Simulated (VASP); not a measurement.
Here is the system:

```
Sc
1.0
    0.00000     2.27650     2.27650
    2.27650     0.00000     2.27650
    2.27650     2.27650     0.00000
Sc
1
Direct
  0.00000   0.00000   0.00000
```

Calculation: PBEsol GGA, VASP's PBE PAW potentials (set 64) (plane waves; VASP). Run with 400 eV cut-off, 15×15×15 Γ-centred mesh, tetrahedra with Blöchl corrections, potentials Sc_sv.

Task: Predict the energy per atom (σ→0), band gap (on the k-mesh) with the smallest direct gap where there is one.

Result: 
The band gap (on the k-mesh) comes out as none (metal, semimetal or under 0.01 eV). The energy per atom (σ→0) is -6.558 eV/atom.

Total energies compare only between runs with the same potentials, cut-off and functional.

The structure was generated: Sc was put into the fcc type (Fm-3m), which need not be its known phase. It was relaxed first, which changed the volume by -6 %.
